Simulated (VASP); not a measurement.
A run of VASP 6.6.1:

Contents of INCAR:

```
ALGO = Normal
EDIFF = 1E-6
EDIFFG = -0.01
ENCUT = 600
GGA = PE
IBRION = 2
ISIF = 3
ISMEAR = 1
LASPH = T
LCHARG = F
LREAL = Auto
LUSENCCL = F
LWAVE = F
NELM = 80
NSW = 90
PREC = Accurate
SIGMA = 0.1
```

File KPOINTS:

```
k-points
0
Gamma
  6 6 6
```

The input POSCAR:

```
Al31Si
1.0
    8.0849731900      0.0000000000      0.0000000000
    0.0000000000     -8.0849731900      0.0000000000
    0.0000000000      0.0000000000     -8.0849731900
Si Al
1 31
Direct
    0.5000000000      0.7500000000      0.7500000000
    0.7500000000      0.5000000000      0.7500000000
    0.7500000000      0.7500000000      0.5000000000
    0.0000000000      0.7500000000      0.7500000000
    0.2500000000      0.5000000000      0.7500000000
    0.5000000000      0.2500000000      0.7500000000
    0.7500000000      0.0000000000      0.7500000000
    0.2500000000      0.7500000000      0.5000000000
    0.5000000000      0.5000000000      0.5000000000
    0.7500000000      0.2500000000      0.5000000000
    0.5000000000      0.7500000000      0.2500000000
    0.7500000000      0.5000000000      0.2500000000
    0.7500000000      0.7500000000      0.0000000000
    0.0000000000      0.2500000000      0.7500000000
    0.2500000000      0.0000000000      0.7500000000
    0.0000000000      0.5000000000      0.5000000000
    0.2500000000      0.2500000000      0.5000000000
    0.5000000000      0.0000000000      0.5000000000
    0.0000000000      0.7500000000      0.2500000000
    0.2500000000      0.5000000000      0.2500000000
    0.5000000000      0.2500000000      0.2500000000
    0.7500000000      0.0000000000      0.2500000000
    0.2500000000      0.7500000000      0.0000000000
    0.5000000000      0.5000000000      0.0000000000
    0.7500000000      0.2500000000      0.0000000000
    0.0000000000      0.0000000000      0.5000000000
    0.0000000000      0.2500000000      0.2500000000
    0.2500000000      0.0000000000      0.2500000000
    0.0000000000      0.5000000000      0.0000000000
    0.2500000000      0.2500000000      0.0000000000
    0.5000000000      0.0000000000      0.0000000000
    0.0000000000      0.0000000000      0.0000000000
```

Potentials or basis: VASP PAW PBE potentials, release 64 (Si, Al).

The run is started by

```console
$ cat potpaw_PBE.64/Si/POTCAR potpaw_PBE.64/Al/POTCAR > POTCAR
$ mpirun -np 1 vasp_std > vasp.out
```

Hardware: 1 × NVIDIA H100 80GB with 1 thread of AMD EPYC 7R13 Processor (Zen 3), with other jobs on the host.

**Question.** How long does it take, and how much memory?

**Answer.** Wall time 21 min on 1 × NVIDIA H100 80GB with 1 thread of AMD EPYC 7R13 Processor (Zen 3), on a shared host, peak memory 1.9 GiB. Counts: scf iterations 36, k points 20, ion steps 6.
